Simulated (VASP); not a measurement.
Input:

```
CELL_PARAMETERS angstrom
      0.00000     1.95835     1.95835
      1.95835     0.00000     1.95835
      1.95835     1.95835     0.00000
ATOMIC_POSITIONS crystal
  Pt 0.00000 0.00000 0.00000
```

These are PBE GGA with D3 dispersion (zero damping), VASP's PBE PAW potentials (set 64) (plane waves; VASP) values and carry that method's errors. Run with 520 eV cut-off, Gaussian smearing of 0.050 eV, potentials Pt.

Unless said otherwise, spin-orbit coupling is left out, though it shifts the bands of the heavy elements here.

Q: Estimate the band gap (along the path) with the smallest direct gap where there is one.

A: 
| Quantity | Result |
|---|---|
| band gap (along the path) | none (metal, semimetal or under 0.01 eV) |

The absolute energy has meaning only against runs of the same code, potentials and settings.

The compound is Pt in the fcc structure. It was relaxed first.
